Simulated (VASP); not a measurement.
Here is the system:

CeO$_{2}$ has the cubic space group Fm-3m (No. 225), the fluorite structure, Pearson symbol cF12. Cell: a = 5.4636 Å, b = 5.4636 Å, c = 5.4636 Å, α = 90.00°, β = 90.00°, γ = 90.00°. Ce on 4a is surrounded by 8 O at 2.366 Å (cubic). O on 8c has 4 Ce at 2.366 Å (tetrahedral). (Neighbours: up to the widest gap in distance over summed covalent radii, below 1.35, at either atom; cation-cation and far metal-metal contacts left out.)
(The calculation used a cell of 3 atoms; values per cell refer to that cell.)

Method: PBE GGA, VASP's PBE PAW potentials (set 64) (plane waves; VASP). Numerical set-up: 600 eV cut-off, 6×6×6 Γ-centred mesh, Gaussian smearing of 0.050 eV, potentials Ce O.

Each relaxation starts from this cell; other phases were not tried.

Problem. The cell is relaxed at 10 GPa. What happens?

Solution. The volume per atom goes from 13.59 to 12.91 Å³ (-5.0 %), and the cell becomes a = b = c = 5.370 Å, α = β = γ = 90.00°, space group Fm-3m. The gap on the mesh goes from 1.98 to 2.13 eV.

Problem. The cell is relaxed at 20 GPa. What happens?

Solution. The volume per atom goes from 13.59 to 12.37 Å³ (-9.0 %), and the cell becomes a = b = c = 5.2953 Å, α = β = γ = 90.00°, space group Fm-3m. The gap on the mesh goes from 1.98 to 2.26 eV.

Failed runs are left out, and for metals the shear rows, which the mesh's noise covers.

The compound is CeO2 in the fluorite structure. The run is not spin-polarised, so no magnetic state was tried.
